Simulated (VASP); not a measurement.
Input for VASP

### POSCAR
```
Nb3Sn
1
    5.1419238207    -0.0000000000     0.0000000000
   -0.0000000000     5.1419238207    -0.0000000000
    0.0000000000     0.0000000000     5.1419238207
Nb Sn
6 2
Direct
  0.2500000000   0.0000000000   0.5000000000
  0.5000000000   0.2500000000   1.0000000000
  0.5000000000   0.7500000000   0.0000000000
  0.7500000000   0.0000000000   0.5000000000
  0.0000000000   0.5000000000   0.7500000000
  1.0000000000   0.5000000000   0.2500000000
  0.5000000000   0.5000000000   0.5000000000
  0.0000000000   0.0000000000   1.0000000000
```

### KPOINTS
```
kpoints
0
gamma
6 6 6
0 0 0
```

INCAR:
```
SYSTEM = Nb3Sn
PREC = Accurate; ENCUT = 500; LREAL = .FALSE.
LASPH = .TRUE.
EDIFF = 1E-6; NELM = 100; ALGO = Normal
LMAXMIX = 4
ISMEAR = 1; SIGMA = 0.1
GGA = PE
IBRION = 2; NSW = 40; ISIF = 3
EDIFFG = -0.02; PSTRESS = 200
LWAVE = .FALSE.; LCHARG = .FALSE.
```

POTCAR, in this order: Nb_sv Sn_d (PBE.64 set). Program: vasp_std.

Task: Translate this PBE calculation to Ansatz.

Result: One equivalent input (not run):
Ansatz 0.2 input:
```yaml
crystal:
  lattice:
    - [5.1419238, 0.0000000, 0.0000000]
    - [0.0000000, 5.1419238, 0.0000000]
    - [0.0000000, 0.0000000, 5.1419238]
  atoms:
    - { symbol: Nb, position: [0.2500000, 0.0000000, 0.5000000] }
    - { symbol: Nb, position: [0.5000000, 0.2500000, 1.0000000] }
    - { symbol: Nb, position: [0.5000000, 0.7500000, 0.0000000] }
    - { symbol: Nb, position: [0.7500000, 0.0000000, 0.5000000] }
    - { symbol: Nb, position: [0.0000000, 0.5000000, 0.7500000] }
    - { symbol: Nb, position: [1.0000000, 0.5000000, 0.2500000] }
    - { symbol: Sn, position: [0.5000000, 0.5000000, 0.5000000] }
    - { symbol: Sn, position: [0.0000000, 0.0000000, 1.0000000] }
kpoints:
  mp_grid: { grid: [6, 6, 6] }
hamiltonian:
  xc: pbe
  pseudopotentials: { kind: paw }
scf:
  occupations: { method: methfessel_paxton, width: 0.1 }
  max_iter: 100
relax:
  max_steps: 40
  f_tol: 0.02
  cell: { p_target: 20 }
output: { forces: true, stress: true, eigenvalues: true }
```
What does not carry over: each code has its own PAW files, so the cut-off isn't converted (ENCUT is set for VASP's; basis.ecutwfc is left out, and Ansatz then takes the one that its files recommend); Ansatz stops its SCF on the density residual and VASP on the energy change (EDIFF).

The compound is Nb3Sn in the A15 structure. It was relaxed first under an external pressure of 20 GPa.
